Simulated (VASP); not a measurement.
SrO: Born charges and dielectric tensor with LDA

Crystal: SrO.

```xyz
2
Lattice="0.0000 2.5807 2.5807 2.5807 0.0000 2.5807 2.5807 2.5807 0.0000" Properties=species:S:1:pos:R:3 pbc="T T T"
Sr    0.0000    0.0000    0.0000
O     2.5807    2.5807    2.5807
```

| Quantity | Value |
| --- | --- |
| Program | VASP 6.6.1 |
| Task | Born charges and dielectric tensor |
| Functional | LDA |
| Potentials or basis | VASP PAW LDA potentials, release 64 (Sr_sv, O) |
| Cutoff | 600 eV |
| k mesh | 8 × 8 × 8 |
| Occupations | gaussian, width 0.02 eV |
| Spin | no spin polarisation |
| Further INCAR settings | ALGO = Fast; EDIFF = 1e-08; IBRION = 8; NSW = 1 |

```yaml
Band_gap_on_the_k_mesh: 3.11 eV, indirect (least direct gap 3.20 eV)
Electronic_dielectric_tensor_diagonal: 3.87
Born_charges_mean_of_the_diagonal: Sr +2.45; O -2.45 e
Highest_phonon_frequency_at_Γ_LO-TO_splitting_left_out: 187 cm⁻¹
```

Levels at points of the mesh, in eV from the valence-band top:
```
           k point  band 4  band 5  band 6  band 7  band 8  band 9  band 10  band 11  band 12
(0.00, 0.00, 0.00)  -13.86  -13.86    0.00    0.00    0.00    3.72     6.08     6.08     6.08
(0.50, 0.00, 0.00)  -13.94  -12.57   -2.22   -1.14   -1.14    6.40     8.18     8.74     8.74
(0.50, 0.50, 0.00)  -14.23  -14.23   -0.45   -0.09   -0.09    3.11     7.67    10.08    10.11
```

Phonon frequencies in cm⁻¹ (negative: imaginary):
| q point | frequencies |
| --- | --- |
| (0.000, 0.000, 0.000) | 0 0 0 187 187 187 |

Electronic dielectric tensor:
```
3.87 0.00 0.00
0.00 3.87 0.00
0.00 0.00 3.87
```

Born effective charge tensors (e):
atom 1, Sr
```
2.45 0.00 0.00
0.00 2.45 0.00
0.00 0.00 2.45
```
atom 2, O
```
-2.45  0.00  0.00
 0.00 -2.45  0.00
 0.00  0.00 -2.45
```

Wall time 7 min on 1 thread of Intel(R) Xeon(R) Platinum 8488C (Sapphire Rapids) (shared host), peak memory 0.26 GiB.

A k mesh can miss the band edges.
